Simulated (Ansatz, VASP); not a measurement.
## WCl in VASP and in Ansatz

```xyz
4
Lattice="3.1684 0.1642 -0.1367 1.4378 2.8280 -0.1403 0.5045 0.2506 9.5986" Properties=species:S:1:pos:R:3 pbc="T T T"
W     1.7491    1.0964    3.7848
W     3.3616    2.1464    5.5369
Cl    3.2084    2.0419    1.8768
Cl    1.9023    1.2008    7.4449
```

Change from the starting cell: the structure that the rattled cell fell into.

Alike in both runs: functional PBE; k mesh 12 × 12 × 4; occupations gaussian, width 0.1 eV; no spin polarisation.

Ansatz relaxed the structure, and its values are those at the end. VASP's run is a single point on that final structure, the one shown.

|  | VASP | Ansatz |
| --- | --- | --- |
| version | VASP 6.6.1 | Ansatz 0.2.0 |
| potentials or method | VASP PAW PBE potentials, release 64 (W_sv, Cl) | scalar-relativistic, plane waves, PAW |
| plane-wave cutoff (eV) | 520 | 420 |
| valence electrons in the cell | 42 | 42 |

|  | VASP | Ansatz | Ansatz less VASP |
| --- | --- | --- | --- |
| gap on the k mesh at the Fermi level (eV) | none | none | - |
| pressure (GPa) | 0.1 | 0.0 | -0.14 |
| rms of the force components (eV/Å) | 0.013 | 0.003 | -0.0106 |

A gap of «none» marks a metal or a gap that the smearing closes.

The runs have no spin-orbit coupling, so splittings on W are missing.
